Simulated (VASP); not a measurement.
# InGaP2: GW quasiparticle gap, part 2 of 4

Wanted: how far GW moves the Kohn-Sham levels of InGaP2. The cell has space group R3m, a computed entry that need not be the common form of this compound. The start is a computed cell from the Materials Project.

VASP 6.6.1, plane waves and PAW; the level of theory is named at each step.

So far. Step 2 (Relaxation): At LDA, with these data sets, the largest force is down to 9.1e-4 eV/Å.

**3. Ground state**

This step: LDA; plane waves and PAW (In_d_GW, Ga_d_GW, P_GW) (VASP 6.6.1).

The orbitals come from a self-consistent LDA run with a tight EDIFF and a narrow smearing. KPOINTS_OPT adds the bands along a path, which shows whether the mesh holds the band edges.

The input, INCAR:

```
SYSTEM = InGaP2
PREC = Accurate
ENCUT = 430
EDIFF = 1E-08
NELM = 100
ISMEAR = 0
SIGMA = 0.01
LREAL = .FALSE.
ALGO = Normal
GGA = CA
NBANDS = 24
LORBIT = 11
LWAVE = .TRUE.
LCHARG = .FALSE.
KPAR = 8
```

The input, POSCAR:

```
InGaP2
1.0
    2.0273717651      1.1705036343      6.6343427726
   -2.0273717651      1.1705036343      6.6343427726
    0.0000000000     -2.3410072687      6.6343427726
In Ga P
1 1 2
Direct
    0.5002564135      0.5002564135      0.5002564135
    0.0003747545      0.0003747545      0.0003747545
    0.1196629077      0.1196629077      0.1196629077
    0.6297049243      0.6297049243      0.6297049243
```

The input, KPOINTS:

```
Automatic mesh
0
Gamma
4 4 4
0 0 0
```

The input, KPOINTS_OPT:

```
Line mode
12
Line-mode
Reciprocal
  0.00000000   0.00000000   0.00000000 GAMMA
  0.50000000   0.00000000   0.00000000 L

  0.50000000   0.00000000   0.00000000 L
  0.50000000   0.18741860  -0.18741860 B1

  0.81258140   0.50000000   0.18741860 B
  0.50000000   0.50000000   0.50000000 Z

  0.50000000   0.50000000   0.50000000 Z
  0.00000000   0.00000000   0.00000000 GAMMA

  0.00000000   0.00000000   0.00000000 GAMMA
  0.34370930   0.00000000  -0.34370930 X

  0.65629070   0.34370930   0.00000000 Q
  0.50000000   0.50000000   0.00000000 F

  0.50000000   0.50000000   0.00000000 F
  0.65629070   0.65629070   0.18741860 P1

  0.65629070   0.65629070   0.18741860 P1
  0.50000000   0.50000000   0.50000000 Z

  0.50000000   0.00000000   0.00000000 L
  0.81258140   0.34370930   0.34370930 P
```

PAW data sets: In_d_GW, Ga_d_GW and P_GW (LDA family, release 64).

Command:

```
mpirun -np 8 vasp_std
```

The program printed:

```text
[banner, memory and clock lines left out]
running    8 mpi-ranks, on    1 nodes
 distrk:  each k-point on    1 cores,    8 groups
 distr:  one band on    1 cores,    1 groups

 POSCAR found type information on POSCAR InGaP
 POSCAR found :  3 types and       4 ions
 [... a notice as in an earlier step ...]

 LDA part: xc-table for (Slater(with rela. corr.)+CA(PZ))
 , standard interpolation
 POSCAR, INCAR and KPOINTS ok, starting setup
 FFT: planning ... GRIDC
 FFT: planning ... GRID_SOFT
 FFT: planning ... GRID
 WAVECAR not read
 entering main loop
       N       E                     dE             d eps       ncg     rms          rms(c)
DAV:   1     0.274113163148E+03    0.27411E+03   -0.15333E+04   856   0.496E+03
DAV:   2     0.118983109361E+02   -0.26221E+03   -0.25615E+03  1080   0.877E+02
DAV:   3    -0.186037283325E+02   -0.30502E+02   -0.30366E+02  1120   0.221E+02
DAV:   4    -0.204168799011E+02   -0.18132E+01   -0.18097E+01  1120   0.494E+01
DAV:   5    -0.205231485739E+02   -0.10627E+00   -0.10621E+00   864   0.116E+01    0.785E+00
DAV:   6    -0.198493029498E+02    0.67385E+00   -0.14831E+00  1152   0.510E+01    0.398E+00
DAV:   7    -0.197746960326E+02    0.74607E-01   -0.52187E-01  1168   0.946E+00    0.180E+00
DAV:   8    -0.197641553744E+02    0.10541E-01   -0.38143E-02  1112   0.636E+00    0.660E-01
DAV:   9    -0.197638898606E+02    0.26551E-03   -0.49879E-03  1112   0.180E+00    0.120E-01
DAV:  10    -0.197638912801E+02   -0.14195E-05   -0.53637E-04  1232   0.299E-01    0.666E-02
DAV:  11    -0.197639026019E+02   -0.11322E-04   -0.65491E-05  1160   0.154E-01    0.158E-02
DAV:  12    -0.197639015212E+02    0.10807E-05   -0.78079E-06  1096   0.802E-02    0.381E-03
DAV:  13    -0.197639019392E+02   -0.41803E-06   -0.15905E-06  1088   0.896E-03    0.566E-03
DAV:  14    -0.197639019291E+02    0.10084E-07   -0.12105E-07   880   0.371E-03    0.230E-03
DAV:  15    -0.197639019296E+02   -0.49658E-09   -0.27667E-08   712   0.269E-03
   1 F= -.19763902E+02 E0= -.19763902E+02  d E =-.197084E-11
 Start KPOINTS_OPT (optional k-point list driver)
k-point batch [1-13\108]
       N       E                     dE             ncg
DAV:   1     0.829931925181E+03   -0.62626E+04      848
DAV:   2    -0.255714464619E+04   -0.33871E+04     1056
DAV:   3    -0.297779593584E+04   -0.42065E+03     1144
DAV:   4    -0.300284821371E+04   -0.25052E+02     1096
DAV:   5    -0.300500640542E+04   -0.21582E+01      864
DAV:   6    -0.300521587312E+04   -0.20947E+00     1104
DAV:   7    -0.300523146610E+04   -0.15593E-01      912
DAV:   8    -0.300523298393E+04   -0.15178E-02     1112
DAV:   9    -0.300523311489E+04   -0.13096E-03     1000
DAV:  10    -0.300523312801E+04   -0.13125E-04     1152
DAV:  11    -0.300523312914E+04   -0.11287E-05      992
DAV:  12    -0.300523312928E+04   -0.13895E-06      944
DAV:  13    -0.300523312929E+04   -0.12307E-07      608
DAV:  14    -0.300523312930E+04   -0.39654E-09      616
[...]
k-point batch [105-108\108]
       N       E                     dE             ncg
DAV:   1     0.843786635819E+04   -0.39194E+04      256
DAV:   2     0.739764674126E+04   -0.10402E+04      328
DAV:   3     0.727969469589E+04   -0.11795E+03      360
DAV:   4     0.727400835211E+04   -0.56863E+01      336
DAV:   5     0.727357693931E+04   -0.43141E+00      264
DAV:   6     0.727352986095E+04   -0.47078E-01      336
DAV:   7     0.727352681157E+04   -0.30494E-02      288
DAV:   8     0.727352651843E+04   -0.29314E-03      352
DAV:   9     0.727352649624E+04   -0.22187E-04      312
DAV:  10     0.727352649323E+04   -0.30094E-05      360
DAV:  11     0.727352649299E+04   -0.24008E-06      296
DAV:  12     0.727352649295E+04   -0.37566E-07      288
DAV:  13     0.727352649295E+04   -0.41091E-08      208
 writing wavefunctions
```

The job ended after 2.4 min (8 MPI ranks of AMD EPYC 7R43, shared host; peak memory 2.1 GiB).

From OUTCAR (step 3):

```text
The static configuration has the point symmetry C_3v.

 Found     13 irreducible k-points:

   k-points           NKPTS =     13   k-points in BZ     NKDIM =     13   number of bands    NBANDS=     24

   ENCUT  =  430.0 eV  31.60 Ry    5.62 a.u.  11.90 11.90 11.90*2*pi/ulx,y,z

   NELECT =      36.0000    total number of electrons

 E-fermi :   3.7007

 k-point     1 :       0.0000    0.0000    0.0000
  band No.  band energies     occupation
    ...
     14       2.4968      2.00000
     15       2.4968      2.00000
     16       3.4621      2.00000
     17       3.6579      2.00000
     18       3.6579      2.00000
     19       4.0359      0.00000
     20       5.0696      0.00000
     21       7.3550      0.00000
     22       7.3550      0.00000
     23       7.4151      0.00000
    ...

 k-point     2 :       0.2500    0.0000    0.0000
  band No.  band energies     occupation
    ...
     14       0.1258      2.00000
     15       0.6379      2.00000
     16       1.9423      2.00000
     17       2.5600      2.00000
     18       2.7096      2.00000
     19       5.7504      0.00000
     20       6.4605      0.00000
     21       6.9833      0.00000
     22       8.4683      0.00000
     23       8.7988      0.00000
    ...

  Total       -2.4508441     -2.4508441     -2.9364944     -0.0000000      0.0000000      0.0000000
  in kB      -41.5691318    -41.5691318    -49.8063187     -0.0000000      0.0000000      0.0000000
  external PRESSURE =     -44.3148608 kB  Pullay stress =       0.0000000 kB

  energy-cutoff  :      430.00
  volume of cell :       94.46
      direct lattice vectors                 reciprocal lattice vectors
     2.027371765  1.170503634  6.634342773     0.246624723  0.142388850  0.050243610
    -2.027371765  1.170503634  6.634342773    -0.246624723  0.142388850  0.050243610
     0.000000000 -2.341007269  6.634342773     0.000000000 -0.284777700  0.050243610

 POSITION                                       TOTAL-FORCE (eV/Angst)
 -----------------------------------------------------------------------------------
      0.00000     -0.00000      9.95662         0.000000     -0.000000      0.005711
      0.00000     -0.00000      0.00746         0.000000     -0.000000      0.005635
      0.00000     -0.00000      2.38165         0.000000      0.000000     -0.011356
      0.00000     -0.00000     12.53303         0.000000     -0.000000      0.000010
 -----------------------------------------------------------------------------------
    total drift:                               -0.000000      0.000000      0.000693

  FREE ENERGIE OF THE ION-ELECTRON SYSTEM (eV)
  ---------------------------------------------------
  free  energy   TOTEN  =       -19.7639019296 eV

  energy  without entropy=      -19.7639019296  energy(sigma->0) =      -19.76390193

 total charge
# of ion       s       p       d       f       tot
--------------------------------------------------
    1        0.794   0.735   9.937   0.020  11.487
    2        0.862   0.757   9.948   0.000  11.568
    3        1.130   1.701   0.037   0.000   2.868
    4        1.135   1.643   0.033   0.000   2.811
--------------------------------------------------
tot          3.921   4.837  19.956   0.020  28.733

[... 3 parts as in an earlier step ...]

[... 7 further parts left out ...]
```

This step gave:

```yaml
free_energy_toten: -19.76 eV
fermi_energy: 3.701 eV
pressure: -4.431 GPa
least_gap_on_mesh_and_path: 0.3780 eV
least_direct_gap_on_mesh_and_path: 0.3780 eV
```

The highest empty bands on the path are converged less tightly, to about 0.1 eV. The electronic bands at the labelled points (eV, zero at the valence-band top; v1 is the highest filled band, c1 the lowest empty one):

| point | v4 | v3 | v2 | v1 | c1 | c2 | c3 | c4 |
| --- | --- | --- | --- | --- | --- | --- | --- | --- |
| Γ | -1.16 | -0.20 | 0.00 | 0.00 | 0.38 | 1.41 | 3.70 | 3.70 |
| 0.45 of the way | -2.74 | -1.65 | -0.94 | -0.84 | 2.07 | 2.76 | 3.31 | 4.62 |
| L | -3.05 | -2.92 | -2.11 | -1.63 | 1.86 | 2.68 | 4.21 | 4.41 |
| 0.55 of the way | -3.47 | -3.30 | -2.30 | -2.02 | 3.40 | 3.48 | 4.12 | 4.58 |
| B1 | -3.54 | -3.31 | -2.10 | -1.87 | 2.44 | 2.56 | 4.58 | 4.96 |
| jump to B | -3.54 | -3.31 | -2.10 | -1.87 | 2.44 | 2.56 | 4.58 | 4.96 |
| 0.45 of the way | -2.47 | -2.40 | -1.64 | -1.49 | 2.41 | 2.92 | 3.23 | 3.98 |
| Z | -0.94 | -0.94 | -0.40 | -0.40 | 1.00 | 2.12 | 4.19 | 4.19 |
| 0.55 of the way | -1.09 | -1.09 | -0.15 | -0.15 | 0.87 | 1.88 | 3.88 | 3.91 |
| Γ | -1.16 | -0.20 | 0.00 | 0.00 | 0.38 | 1.41 | 3.70 | 3.70 |
| 0.45 of the way | -3.11 | -2.20 | -1.67 | -0.48 | 2.39 | 3.31 | 3.91 | 4.19 |
| X | -3.68 | -3.23 | -2.20 | -1.85 | 2.22 | 3.34 | 4.03 | 4.93 |
| jump to Q | -3.68 | -3.23 | -2.20 | -1.85 | 2.22 | 3.34 | 4.03 | 4.93 |
| 0.45 of the way | -3.24 | -2.33 | -2.21 | -1.43 | 1.81 | 2.32 | 3.12 | 4.09 |
| F | -2.51 | -2.50 | -1.11 | -1.01 | 1.07 | 1.55 | 1.86 | 4.52 |
| 0.55 of the way | -2.53 | -2.49 | -1.33 | -1.05 | 1.23 | 1.64 | 1.96 | 4.53 |
| P1 | -2.58 | -2.43 | -1.74 | -1.14 | 1.43 | 1.89 | 2.18 | 4.38 |
| 0.55 of the way | -2.40 | -1.73 | -1.69 | -0.65 | 2.06 | 2.92 | 3.14 | 4.68 |
| Z | -0.94 | -0.94 | -0.40 | -0.40 | 1.00 | 2.12 | 4.19 | 4.19 |
| jump to L | -3.05 | -2.92 | -2.11 | -1.63 | 1.86 | 2.68 | 4.21 | 4.41 |
| 0.45 of the way | -2.98 | -2.56 | -2.24 | -1.46 | 1.75 | 2.59 | 3.23 | 4.32 |
| P | -2.58 | -2.43 | -1.74 | -1.14 | 1.43 | 1.89 | 2.18 | 4.38 |

Of the projections kept (In, Ga, P), the largest for each band there, as a share of the weight inside these atoms' spheres; weight between the spheres isn't counted:

| point | v4 | v3 | v2 | v1 | c1 | c2 | c3 | c4 |
| --- | --- | --- | --- | --- | --- | --- | --- | --- |
| Γ | P 0.69 | P 0.74 | P 0.77 | P 0.77 | P 0.49 | P 0.45 | Ga 0.53 | Ga 0.53 |
| L | P 0.58 | P 0.59 | P 0.65 | P 0.66 | Ga 0.56 | In 0.59 | P 0.60 | P 0.59 |
| B1 | P 0.59 | P 0.59 | P 0.63 | P 0.65 | P 0.42 | P 0.43 | P 0.66 | P 0.61 |
| B | P 0.59 | P 0.59 | P 0.63 | P 0.65 | P 0.42 | P 0.43 | P 0.66 | P 0.61 |
| Z | P 0.70 | P 0.70 | P 0.72 | P 0.72 | Ga 0.57 | In 0.54 | Ga 0.64 | Ga 0.64 |
| Γ | P 0.69 | P 0.74 | P 0.77 | P 0.77 | P 0.49 | P 0.45 | Ga 0.53 | Ga 0.53 |

The electronic bands as a text plot (rows in eV, shown from -6.5 to 3.7 only; labels by their first letter):

```
    3.5 |+++++++    ++    +  ++      ++++++   ++           +
    3.1 |          ++++    ++++                 ++       +++   +
    2.6 |   ++++++++  ++ ++ ++          + +++++   +     ++  + +++
    2.2 |  + ++         ++++  +++++    + +     +++ + +++  +  +  +
    1.8 | +++  ++++                +  + +        ++++++ ++ +  ++
    1.4 |++                    +    ++ +           +++++    +   +
    0.9 |                       ++++  +             +        +
    0.5 |+                          ++
    0.1 |*                         ****
   -0.3 |***                   ****  *****                 ***
   -0.7 | * *                ** *   *   * **            *** *
   -1.2 |**  **             **** *******    *     ******   ***  *
   -1.6 |* ********      **** *       * **   ** ***  *    * * **
   -2.0 | * * *************  **        ****    ***    **** *  * *
   -2.4 |  *    *  ***   *****    *     * **  *  **********    **
   -2.9 |   *    ***     *       *         ***  * *           ***
   -3.3 |    *     ******                ******* *
   -3.7 |    ****    ***     ****        *    ***          ***
   -4.1 |     *             * ***         *              *****
   -4.5 |      *           ***   *         *            * *
   -5.0 |       *         **      *         *            *
   -5.4 |        ******  **                  **       ***     **
   -5.8 |   ***  ***   ***         *     *     ******* *        *
   -6.2 |***   **   *****           ***** *************       ***
         Γ       L    B|B       Z    Γ        X|Q   FP      Z|L P
```

The cell has a gap of 0.378 eV on mesh and path and a pressure of -4.4 GPa, which holds the misfit of the given cell and coordinates with this functional, and any error of cutoff, mesh and data sets. Spin-orbit coupling is left out, which can shift or reorder these edges.

**4. Empty bands, pseudo set GW light**

ALGO = Exact makes the empty bands from the converged ground state in one step. LOPTICS writes the k-derivatives of the orbitals (WAVEDER), which give the long-wavelength limit of the screening.

The input, INCAR:

```
SYSTEM = InGaP2
PREC = Accurate
ENCUT = 430
ISMEAR = 0
SIGMA = 0.01
LREAL = .FALSE.
GGA = CA
NBANDS = 520
ALGO = Exact
NELM = 1
LWAVE = .TRUE.
LCHARG = .FALSE.
LOPTICS = .TRUE.
NEDOS = 1000
CSHIFT = 0.1
```

POSCAR is that of step 3.

KPOINTS is that of step 3.

Command:

```
mpirun -np 8 vasp_std
```

The program printed:

```text
[banner, memory and clock lines left out]
running    8 mpi-ranks, on    1 nodes
 distrk:  each k-point on    8 cores,    1 groups
 distr:  one band on    1 cores,    8 groups

 POSCAR found type information on POSCAR InGaP
 POSCAR found :  3 types and       4 ions
 [... a notice as in an earlier step ...]

 LDA part: xc-table for (Slater(with rela. corr.)+CA(PZ))
 , standard interpolation
 found WAVECAR, reading the header
  number of bands has changed, file:    24 present:   520
  trying to continue reading WAVECAR, but it might fail
 POSCAR, INCAR and KPOINTS ok, starting setup
 FFT: planning ... GRIDC
 FFT: planning ... GRID_SOFT
 FFT: planning ... GRID
 reading WAVECAR
 random initialization beyond band           24
 the WAVECAR file was read successfully
 initial charge from wavefunction
 entering main loop
       N       E                     dE             d eps       ncg     rms          rms(c)
DIA:   1    -0.197639019313E+02   -0.19764E+02    0.00000E+00     0   0.000E+00
   1 F= -.19763902E+02 E0= -.19763902E+02  d E =-.178923E-41
 writing wavefunctions
 optical routines
 imaginary and real dielectric function
 recalculating local potential from charge density
 direction            1
 direction            2
 direction            3
```

It took 84 s on 8 MPI ranks; peak memory 2.5 GiB.

Parts of OUTCAR (step 4):

```text
The static configuration has the point symmetry C_3v.

 Found     13 irreducible k-points:

   k-points           NKPTS =     13   k-points in BZ     NKDIM =     13   number of bands    NBANDS=    520

   NELECT =      36.0000    total number of electrons

 E-fermi :   3.7514

 k-point     1 :       0.0000    0.0000    0.0000
  band No.  band energies     occupation
    ...
     14       2.4968      2.00000
     15       2.4968      2.00000
     16       3.4621      2.00000
     17       3.6579      2.00000
     18       3.6579      2.00000
     19       4.0359      0.00000
     20       5.0695      0.00000
     21       7.3550      0.00000
     22       7.3550      0.00000
     23       7.4151      0.00000
    ...

 k-point     2 :       0.2500    0.0000    0.0000
  band No.  band energies     occupation
    ...
     14       0.1258      2.00000
     15       0.6379      2.00000
     16       1.9423      2.00000
     17       2.5600      2.00000
     18       2.7095      2.00000
     19       5.7504      0.00000
     20       6.4605      0.00000
     21       6.9833      0.00000
     22       8.4683      0.00000
     23       8.7987      0.00000
    ...

  Total       -2.4487327     -2.4487327     -2.9343425     -0.0000000      0.0000000      0.0000000
  in kB      -41.5333201    -41.5333201    -49.7698193     -0.0000000      0.0000000      0.0000000
  external PRESSURE =     -44.2788198 kB  Pullay stress =       0.0000000 kB

 POSITION                                       TOTAL-FORCE (eV/Angst)
 -----------------------------------------------------------------------------------
      0.00000     -0.00000      9.95662         0.000000     -0.000000      0.005678
      0.00000     -0.00000      0.00746         0.000000     -0.000000      0.005607
      0.00000     -0.00000      2.38165         0.000000      0.000000     -0.011358
      0.00000     -0.00000     12.53303         0.000000     -0.000000      0.000072
 -----------------------------------------------------------------------------------
    total drift:                                0.000000      0.000000      0.000553

  FREE ENERGIE OF THE ION-ELECTRON SYSTEM (eV)
  ---------------------------------------------------
  free  energy   TOTEN  =       -19.7639019313 eV

  energy  without entropy=      -19.7639019313  energy(sigma->0) =      -19.76390193

 plasma frequency squared (from intraband transitions) (eV^2)
  --------------------------------------------------------------------------------------
       0.000       0.000       0.000
       0.000       0.000      -0.000
       0.000      -0.000       0.000

[... 9 parts as in an earlier step ...]

[... 3 further parts left out ...]
```

The gap is read on the k-mesh alone, so it is an upper bound where the band edges lie off the mesh, and a coarse mesh can show a gap where there is none.

This step gave:

```yaml
gap_on_the_k_mesh: 0.3780 eV
least_direct_gap_on_the_k_mesh: 0.3780 eV
```

WAVECAR now holds 520 bands for 36 electrons. Its independent-particle dielectric tensor has xx, yy, zz = 72.1, 72.1, 33.4 on this mesh. It isn't tested for convergence in mesh or bands and lacks local fields, and at a small direct gap a coarse mesh makes it too large, which overscreens the GW step.

(Continued in part 3 of 4.)

[Lines on the potential files, build, host, timing and source positions are cut from VASP's logs without a mark.]

[Logs are printed without paths, hosts, clocks, repeated set-up lines and the standing remarks that a program may print on its own settings, such as how far it seeks lower states.]

[Hosts, paths, dates, database ids (printed as entryN), source tags and the programs' standing remarks are cut or masked in the printed files.]

[Pressures printed for these runs are not shown converged in the cutoff: they can be off by several GPa and have the wrong sign.]

[In band tables of VASP the shares of atoms and orbitals are scaled to a sum of 1 inside the atoms' spheres.]
